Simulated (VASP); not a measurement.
Here is the system:

```yaml
crystal:
  lattice:
    - [5.04792, 2.51793, 2.51793]
    - [2.51793, 5.04792, 2.51793]
    - [2.51793, 2.51793, 5.04792]
  atoms:
    - { symbol: Mn, position: [0.00000, 0.00000, 0.00000], spin: 4.1 }
    - { symbol: Mn, position: [0.50000, 0.50000, 0.50000], spin: -4.1 }
    - { symbol: S, position: [0.25000, 0.25000, 0.25000] }
    - { symbol: S, position: [0.75000, 0.75000, 0.75000] }
```

These are PBE GGA with D4 dispersion, VASP's PBE PAW potentials (set 64) (plane waves; VASP) values and carry that method's errors. Run with 520 eV cut-off, 8×8×8 Γ-centred mesh, tetrahedra with Blöchl corrections, potentials Mn_pv S.

The cores are frozen, which limits the accuracy of field gradients.

Problem. Give the principal components of the electric field gradient (V/Å²) and the asymmetry η at each nucleus.

Solution. 
| atom | Vxx | Vyy | Vzz | η |
|---|---|---|---|---|
| Mn1 | 1.6 | 1.6 | -3.1 | 0.00 |
| Mn2 | 1.6 | 1.6 | -3.1 | 0.00 |
| S3 | 1.9 | 1.9 | -3.7 | 0.00 |
| S4 | 1.9 | 1.9 | -3.7 | 0.00 |

The compound is MnS in the rock salt, AFM-II order structure. It was relaxed first, which changed the volume by -9 %.
